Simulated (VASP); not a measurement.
# TiCl4 in VASP: settings compared, part 3 of 3

VASP 6.6.1. Earlier steps stand in the parts before.

## 5. Relaxation of the atoms, PBE+D3(BJ)

INCAR reads:

```
PREC     = Accurate       # precision mode
ENCUT    = 520            # plane-wave cutoff, eV
EDIFF    = 1E-7           # SCF threshold, eV
ISMEAR   = 0              # smearing method
SIGMA    = 0.01           # smearing width, eV
LREAL    = F              # projectors in reciprocal space
LASPH    = T              # aspherical terms in the spheres
NELM     = 100            # most SCF steps
ALGO     = Fast           # electronic algorithm
ISIF     = 2              # what is computed and relaxed
LWAVE    = F              # write WAVECAR
LCHARG   = F              # write CHGCAR
GGA      = PE             # functional
IVDW     = 12             # dispersion correction
IBRION   = 2              # ionic algorithm
NSW      = 60             # ionic steps
EDIFFG   = -0.02          # ionic threshold
```

KPOINTS reads:

```
regular mesh
0
Gamma
  1 1 1
```

POSCAR reads:

```
TiCl4
1.0
   13.0000000000      0.0000000000      0.0000000000
    0.0000000000     13.3000000000      0.0000000000
    0.0000000000      0.0000000000     13.6000000000
Ti Cl
1 4
Direct
    0.5000000000      0.5000000000      0.5000000000
    0.5963730800      0.5941992500      0.5921213200
    0.5963730800      0.4058007500      0.4078786800
    0.4036269200      0.5941992500      0.4078786800
    0.4036269200      0.4058007500      0.5921213200
```

Potentials or basis: VASP PAW PBE potentials, release 64 (Ti_sv, Cl).

On the command line:

```console
cat potpaw_PBE.64/Ti_sv/POTCAR potpaw_PBE.64/Cl/POTCAR > POTCAR
mpirun -np 1 vasp_gam > vasp.out
```

OUTCAR:

```text
PREC = Accurate
   ENCUT = 520
   EDIFF = 1E-7
   ISMEAR = 0
   LREAL = F
   LASPH = T
   NELM = 100
   ISIF = 2
   GGA = PE
   IVDW = 12
   IBRION = 2
   NSW = 60
   EDIFFG = -0.02
 IVDW          = 12

 ion  position               nearest neighbor table
   1  0.500  0.500  0.500-   2 2.17   3 2.17   4 2.17   5 2.17
   2  0.596  0.594  0.592-   1 2.17
   3  0.596  0.406  0.408-   1 2.17
   4  0.404  0.594  0.408-   1 2.17
   5  0.404  0.406  0.592-   1 2.17

  LATTYP: Found a simple orthorhombic cell.
 ALAT       =    13.0000000000
 B/A-ratio  =     1.0230769231
 C/A-ratio  =     1.0461538462

  Lattice vectors:

 A1 = (  13.0000000000,   0.0000000000,   0.0000000000)
 A2 = (   0.0000000000,  13.3000000000,   0.0000000000)
 A3 = (   0.0000000000,   0.0000000000,  13.6000000000)

Analysis of symmetry for initial positions (statically):
=====================================================================
 Subroutine PRICEL returns:
 Original cell was already a primitive cell.

 Routine SETGRP: Setting up the symmetry group for a
 simple orthorhombic supercell.

 Subroutine GETGRP returns: Found  4 space group operations
 (whereof  4 operations were pure point group operations)
 out of a pool of  8 trial point group operations.

The static configuration has the point symmetry D_2 .

Analysis of symmetry for dynamics (positions and initial velocities):
=====================================================================
 Subroutine PRICEL returns:
 Original cell was already a primitive cell.

 Routine SETGRP: Setting up the symmetry group for a
 simple orthorhombic supercell.

 Subroutine GETGRP returns: Found  4 space group operations
 (whereof  4 operations were pure point group operations)
 out of a pool of  8 trial point group operations.

The dynamic configuration has the point symmetry D_2 .

 Subroutine INISYM returns: Found  4 space group operations
 (whereof  4 operations are pure point group operations),
 and found     1 'primitive' translations

----------------------------------------------------------------------------------------

                                     Primitive cell

  volume of cell :    2351.4400

  direct lattice vectors                    reciprocal lattice vectors
    13.000000000  0.000000000  0.000000000     0.076923077  0.000000000  0.000000000
     0.000000000 13.300000000  0.000000000     0.000000000  0.075187970  0.000000000
     0.000000000  0.000000000 13.600000000     0.000000000  0.000000000  0.073529412

  length of vectors
    13.000000000 13.300000000 13.600000000     0.076923077  0.075187970  0.073529412

  position of ions in fractional coordinates (direct lattice)
     0.500000000  0.500000000  0.500000000
     0.596373080  0.594199250  0.592121320
     0.596373080  0.405800750  0.407878680
     0.403626920  0.594199250  0.407878680
     0.403626920  0.405800750  0.592121320

  ion indices of the primitive-cell ions
   primitive index   ion index
                 1           1
                 2           2
                 3           3
                 4           4
                 5           5

----------------------------------------------------------------------------------------

 KPOINTS: regular mesh

Automatic generation of k-mesh.
 Grid dimensions read from file:
 generate k-points for:    1    1    1

 Generating k-lattice:

  Cartesian coordinates                     Fractional coordinates (reciprocal lattice)
     0.076923077  0.000000000  0.000000000     1.000000000  0.000000000  0.000000000
     0.000000000  0.075187970  0.000000000     0.000000000  1.000000000  0.000000000
     0.000000000  0.000000000  0.073529412     0.000000000  0.000000000  1.000000000

  Length of vectors
     0.076923077  0.075187970  0.073529412

  Shift w.r.t. Gamma in fractional coordinates (k-lattice)
     0.000000000  0.000000000  0.000000000

 Subroutine IBZKPT returns following result:
 ===========================================

 Found      1 irreducible k-points:

 Following reciprocal coordinates:
            Coordinates               Weight
  0.000000  0.000000  0.000000      1.000000
   k-points           NKPTS =      1   k-points in BZ     NKDIM =      1   number of bands    NBANDS=     24
   number of dos      NEDOS =    301   number of ions     NIONS =      5
   total plane-waves  NPLWV = ******
   dimension x,y,z NGX =    98 NGY =  100 NGZ =  108
   dimension x,y,z NGXF=   196 NGYF=  200 NGZF=  216
   ions per type =               1   4
   NGX,Y,Z   is equivalent  to a cutoff of  12.53, 12.50, 13.20 a.u.
   NGXF,Y,Z  is equivalent  to a cutoff of  25.06, 25.00, 26.40 a.u.
 SYSTEM =  unknown system
   PREC   = accura    normal or accurate (medium, high low for compatibility)
   ISTART =      0    job   : 0-new  1-cont  2-samecut
   ICHARG =      2    charge: 1-file 2-atom 10-const
   ISPIN  =      1    spin polarized calculation?
   LNONCOLLINEAR =      F non collinear calculations
   LSORBIT =      F    spin-orbit coupling
   LASPH  =      T    aspherical Exc in radial PAW
   ENCUT  =  520.0 eV  38.22 Ry    6.18 a.u.  24.17 24.73 25.29*2*pi/ulx,y,z
   NELM   =    100;   NELMIN=  2; NELMDL= -5     # of ELM steps
   EDIFF  = 0.1E-06   stopping-criterion for ELM
   LREAL  =      F    real-space projection
   EDIFFG = -.2E-01   stopping-criterion for IOM
   NSW    =     60    number of steps for IOM
   IBRION =      2    ionic relax: 0-MD 1-quasi-New 2-CG
   NFREE  =      1    steps in history (QN), initial steepest desc. (CG)
   ISIF   =      2    stress and relaxation
   ISYM   =      2    0-nonsym 1-usesym 2-fastsym
   POTIM  = 0.5000    time-step for ionic-motion
   TEBEG  =    0.0;   TEEND  =   0.0 temperature during run
   PSTRESS=    0.0 pullay stress
   NELECT =      40.0000    total number of electrons
   NUPDOWN=      -1.0000    fix difference up-down
   EMIN   =  10.00;   EMAX   =-10.00  energy-range for DOS
   EFERMI =   0.00;   METHOD = LEGACY
   ISMEAR =     0;   SIGMA  =   0.01  broadening in eV -4-tet -1-fermi 0-gaus
   EFERMI_NEDOS =   21; number of points for ismear=-14 and -15
   IALGO  =     68    algorithm
   IMIX   =      4    mixing-type and parameters
     AMIX     =   0.40;   BMIX     =  1.00
     AMIX_MAG =   1.60;   BMIX_MAG =  1.00
  volume/ion in A,a.u.               =     470.29      3173.66
  Fermi-wavevector in a.u.,A,eV,Ry     =   0.421034  0.795638  2.411896  0.177269
  Thomas-Fermi vector in A             =   1.383606
   LORBIT       =      0    0 simple, 1 ext, 2 COOP (PROOUT), +10 PAW based schemes
   GGA     = PE    functional components
   LHFCALC =     F    Hartree Fock is set to
   AEXX    =    0.0000 exact exchange contribution
   IVDW    =    12    specifies the selected vdW correction
   LEPSILON=     F    determine dielectric tensor
   LRPA    =     F    only Hartree local field effects (RPA)
 conjugate gradient relaxation of ions
 non-spin polarized calculation
 RMM-DIIS sequential band-by-band and
 Gauss-broadening in eV      SIGMA  =   0.01
  energy-cutoff  :      520.00
  volume of cell :     2351.44
 maximum number of plane-waves:     31662
 NGX is ok and might be reduce to    98
   NGX = 49   NGY = 49   NGZ = 51

--------------------------------------- Ionic step        1  -------------------------------------------

 number of electron      39.9999990 magnetization

 Free energy of the ion-electron system (eV)
  ---------------------------------------------------
  ext. energy  EPLUGINS =         0.00000000
  ---------------------------------------------------
  free energy    TOTEN  =       -23.16606526 eV

  energy without entropy =      -23.16606526  energy(sigma->0) =      -23.16606526

------------------------ aborting loop because EDIFF is reached ----------------------------------------

 Edisp (eV)   -0.23014

 E8    (eV) :    -0.0994

  FORCE on cell =-STRESS in cart. coord.  units (eV):
  Direction    XX          YY          ZZ          XY          YZ          ZX
  --------------------------------------------------------------------------------------
  -------------------------------------------------------------------------------------
  Total       0.52612     0.52730     0.52865     0.00000     0.00000     0.00000
  in kB       0.35848     0.35928     0.36020     0.00000     0.00000     0.00000
  external pressure =        0.36 kB  Pullay stress =        0.00 kB
[... 67 lines left out ...]
  energy  without entropy=      -23.4005439522  energy(sigma->0) =      -23.40054395

--------------------------------------- Ionic step        3  -------------------------------------------

 number of electron      39.9999988 magnetization

 Free energy of the ion-electron system (eV)
  ---------------------------------------------------
  ext. energy  EPLUGINS =         0.00000000
  ---------------------------------------------------
  free energy    TOTEN  =       -23.17188586 eV

  energy without entropy =      -23.17188586  energy(sigma->0) =      -23.17188586

 E-fermi :  -7.7807     XC(G=0):  -0.8329

 val. band max:       -7.8470006969   @ k =   0.0000   0.0000   0.0000
 cond. band min:      -4.1892346930   @ k =   0.0000   0.0000   0.0000
 fundamental gap:      3.6577660039
 Fermi energy:        -7.7806549789

 k-point     1 :       0.0000    0.0000    0.0000
  band No.  band energies     occupation
      1     -63.5474      2.00000
      2     -39.8049      2.00000
      3     -39.8049      2.00000
      4     -39.8049      2.00000
      5     -20.5719      2.00000
      6     -20.2910      2.00000
[... 52 lines left out ...]
  FREE ENERGIE OF THE ION-ELECTRON SYSTEM (eV)
  ---------------------------------------------------
  free  energy   TOTEN  =       -23.4006015732 eV

  energy  without entropy=      -23.4006015732  energy(sigma->0) =      -23.40060157

 reached required accuracy - stopping structural energy minimisation
```

Wall time 9.8 min (1 thread of Intel Xeon Platinum 8488C (Sapphire Rapids), shared host); peak memory 1.4 GiB.

What came out:

| Quantity | Value |
| --- | --- |
| Free energy | -23.4006 eV |
| Energy gained by relaxing | 0.9 meV/atom |
| Ionic steps | 3 |
| Gap between the frontier levels | 3.66 eV |
| Dispersion energy per atom | -0.046 eV |

The path:
```csv
step,energy change (eV),largest force (eV/Å),pressure (GPa)
1,0.0000,0.2017,0.04
2,-0.0043,0.0231,0.00
3,-0.0044,0.0007,0.00
```

Final structure:
```
CELL_PARAMETERS angstrom
13.00000 0.00000 0.00000
0.00000 13.30000 0.00000
0.00000 0.00000 13.60000
ATOMIC_POSITIONS crystal
Ti 0.50000 0.50000 0.50000
Cl 0.59686 0.59468 0.59259
Cl 0.59686 0.40532 0.40741
Cl 0.40314 0.59468 0.40741
Cl 0.40314 0.40532 0.59259
```

As with any semilocal functional, this PBE gap is likely too small.

## 6. The runs side by side

| task | level | U | cell | grid for exact exchange (PRECFOCK) | screening parameter | gap on the mesh (eV) |
| --- | --- | --- | --- | --- | --- | --- |
| relaxation of the atoms | PBE+D3(BJ)+U | Ti d U = 3.0 eV | atoms relaxed | - | - | 3.84 |
| single point | HSE06+D3(BJ) | - | as given | Normal | 0.2 1/A | 5.15 |
| relaxation of the atoms | PBE+D3(BJ)+U | Ti d U = 1.0 eV | atoms relaxed | - | - | 3.71 |
| relaxation of the atoms | PBE+D3(BJ) | - | atoms relaxed | - | - | 3.66 |

Alike in all rows: potentials or basis VASP PAW PBE potentials, release 64 (Ti_sv, Cl); no spin polarisation; k mesh 1 × 1 × 1; cutoff (eV) 520; smearing gaussian 0.01 eV.

Caveats: the PAW data sets were made with another functional, which shifts forces and pressure a little (some runs).

Absolute energies hang on the potentials; compare differences alone.
